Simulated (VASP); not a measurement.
OSZICAR of a VASP run on WC (wc):

**OSZICAR**
```
       N       E                     dE             d eps       ncg     rms          rms(c)
DAV:   1     0.832958353103E+02    0.83296E+02   -0.10949E+04  4368   0.176E+03
DAV:   2    -0.642637755875E+02   -0.14756E+03   -0.14348E+03  4928   0.424E+02
DAV:   3    -0.686781925075E+02   -0.44144E+01   -0.43783E+01  5384   0.665E+01
DAV:   4    -0.687200824080E+02   -0.41890E-01   -0.41866E-01  4743   0.690E+00
DAV:   5    -0.687204420502E+02   -0.35964E-03   -0.35961E-03  5173   0.639E-01    0.352E+01
DAV:   6    -0.612485990152E+02    0.74718E+01   -0.87791E+00  4846   0.375E+01    0.671E+00
DAV:   7    -0.615169311630E+02   -0.26833E+00   -0.41358E-01  4523   0.738E+00    0.528E+00
DAV:   8    -0.614583351541E+02    0.58596E-01   -0.21296E-01  4468   0.551E+00    0.108E+00
DAV:   9    -0.615934355994E+02   -0.13510E+00   -0.12962E-01  4463   0.370E+00    0.725E-01
DAV:  10    -0.615998065500E+02   -0.63710E-02   -0.67361E-03  4703   0.790E-01    0.425E-01
DAV:  11    -0.616000336120E+02   -0.22706E-03   -0.18213E-03  5088   0.346E-01    0.278E-01
DAV:  12    -0.615995522386E+02    0.48137E-03   -0.11552E-03  4993   0.303E-01    0.759E-02
DAV:  13    -0.615996126372E+02   -0.60399E-04   -0.55944E-05  4608   0.845E-02    0.642E-02
DAV:  14    -0.615997370608E+02   -0.12442E-03   -0.12426E-04  4883   0.890E-02    0.153E-02
DAV:  15    -0.615997468333E+02   -0.97725E-05   -0.20322E-05  4468   0.486E-02    0.628E-03
DAV:  16    -0.615997468703E+02   -0.36937E-07   -0.19878E-07  4730   0.478E-03
   1 F= -.60324332E+02 E0= -.60324323E+02  d E =-.603243E+02
```

### Question
Which electronic solver shows in the log?

### Answer
It is blocked Davidson (ALGO = Normal, or the opening steps of other solvers). The INCAR had ALGO = Normal.

### Question
Can the final energy be trusted as converged?

### Answer
The run converged. It stopped with EDIFF = 1E-7, NELM = 100, NSW = 40 and EDIFFG = -0.01 after 1 ionic step (r2SCAN meta-GGA, plane waves, VASP's PBE PAW potentials (set 64)).

The compound is WC in the wc structure. It was relaxed first under an external pressure of 10 GPa.
